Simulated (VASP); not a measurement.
Level of theory: PBEsol GGA, VASP's PBE PAW potentials (set 64) (plane waves; VASP).

VASP ran on this input.

File POSCAR:
```
LiMgBN2
5.1633580
 -0.3659016060   0.3659016060   0.8557056188
  0.3659016060  -0.3659016060   0.8557056188
  0.3659016060   0.3659016060  -0.8557056188
Li Mg B N
1 1 1 2
direct
  0.2500000000   0.7500000000   0.5000000000
  0.7500000000   0.2500000000   0.5000000000
  0.5000000000   0.5000000000   0.0000000000
  0.6519578657   0.6519578657   1.0000000000
  0.3480421343   0.3480421343   1.0000000000
```

**INCAR**
```
ALGO = Normal
CSHIFT = 0.1
EDIFF = 1E-7
ENCUT = 520
GGA = PS
ISMEAR = 0
LASPH = .TRUE.
LCHARG = .FALSE.
LOPTICS = .TRUE.
LREAL = .FALSE.
LWAVE = .FALSE.
NBANDS = 39
NEDOS = 1001
NELM = 100
PREC = Accurate
SIGMA = 0.01
SYSTEM = LiMgBN2
```

File KPOINTS:
```
Automatic
0
Gamma
  10 10 10
0 0 0
```

POTCAR, in this order: Li_sv Mg B N (PBE.64 set). Program: vasp_std.

What VASP printed:

OSZICAR:
```
       N       E                     dE             d eps       ncg     rms          rms(c)
DAV:   1     0.700801492450E+02    0.70080E+02   -0.66980E+03  7956   0.432E+02
DAV:   2    -0.320131814365E+02   -0.10209E+03   -0.96358E+02  9627   0.133E+02
DAV:   3    -0.386606625894E+02   -0.66475E+01   -0.65139E+01 13756   0.260E+01
DAV:   4    -0.387386532168E+02   -0.77991E-01   -0.77784E-01  9283   0.270E+00
DAV:   5    -0.387399297987E+02   -0.12766E-02   -0.12765E-02  9820   0.266E-01    0.127E+01
DAV:   6    -0.330422188269E+02    0.56977E+01   -0.37995E+00  9722   0.101E+01    0.463E+00
DAV:   7    -0.328068481832E+02    0.23537E+00   -0.63741E-01  9656   0.345E+00    0.328E+00
DAV:   8    -0.326847283055E+02    0.12212E+00   -0.13849E-01  9733   0.137E+00    0.537E-01
DAV:   9    -0.326817653617E+02    0.29629E-02   -0.57492E-03  9844   0.409E-01    0.267E-01
DAV:  10    -0.326847485072E+02   -0.29831E-02   -0.21698E-03  9273   0.196E-01    0.165E-01
DAV:  11    -0.326855469909E+02   -0.79848E-03   -0.49817E-04  9248   0.830E-02    0.638E-02
DAV:  12    -0.326856128220E+02   -0.65831E-04   -0.63066E-05  9931   0.321E-02    0.161E-02
DAV:  13    -0.326856353121E+02   -0.22490E-04   -0.15323E-05  9154   0.138E-02    0.527E-03
DAV:  14    -0.326856364558E+02   -0.11437E-05   -0.10431E-06 10019   0.384E-03    0.161E-03
DAV:  15    -0.326856364445E+02    0.11256E-07   -0.71930E-08  9301   0.119E-03
   1 F= -.32685636E+02 E0= -.32685636E+02  d E =-.576950E-33
 imaginary and real dielectric function
```

File OUTCAR:
```
------------------------ aborting loop because EDIFF is reached ----------------------------------------
  FORCE on cell =-STRESS in cart. coord.  units (eV):
  Direction    XX          YY          ZZ          XY          YZ          ZX
  --------------------------------------------------------------------------------------
  Total        0.0050896      0.0050896      0.0539637      0.0000000      0.0000000      0.0000000
  in kB        0.1292656      0.1292656      1.3705747      0.0000000      0.0000000      0.0000000
  external PRESSURE =       0.5430353 kB  Pullay stress =       0.0000000 kB
  volume of cell :       63.08
      direct lattice vectors                 reciprocal lattice vectors
    -1.889280984  1.889280984  4.418314453     0.000000000  0.264650946  0.113165327
     1.889280984 -1.889280984  4.418314453     0.264650946  0.000000000  0.113165327
     1.889280984  1.889280984 -4.418314453     0.264650946  0.264650946  0.000000000
 POSITION                                       TOTAL-FORCE (eV/Angst)
 -----------------------------------------------------------------------------------
      1.88928      0.00000      2.20916        -0.000000     -0.000000     -0.000000
      0.00000      1.88928      2.20916        -0.000000     -0.000000     -0.000000
      0.00000      0.00000      4.41831        -0.000000     -0.000000     -0.000000
      0.00000      0.00000      5.76111         0.000000      0.000000     -0.014472
      0.00000      0.00000      3.07552         0.000000      0.000000      0.014472
 -----------------------------------------------------------------------------------
    total drift:                               -0.000000      0.000000      0.000000
  FREE ENERGIE OF THE ION-ELECTRON SYSTEM (eV)
  ---------------------------------------------------
  free  energy   TOTEN  =       -32.6856364445 eV

  energy  without entropy=      -32.6856364445  energy(sigma->0) =      -32.68563644

 plasma frequency squared (from intraband transitions) (eV^2)
  --------------------------------------------------------------------------------------
       0.000       0.000       0.000
       0.000       0.000       0.000
       0.000       0.000       0.000

 plasma frequency squared (from interband transitions, int dw w eps(2)(w)) (eV^2)
  --------------------------------------------------------------------------------------
     273.555       0.000       0.000       0.000       0.000      -0.000
       0.000      -0.000     273.555       0.000      -0.000      -0.000
       0.000       0.000      -0.000       0.000     298.342       0.000
```
(Selected blocks of OUTCAR.)

The structure comes from a computed database's LiMgBN2 entry (I-4m2); how it stands against other phases isn't given here. It was relaxed first.
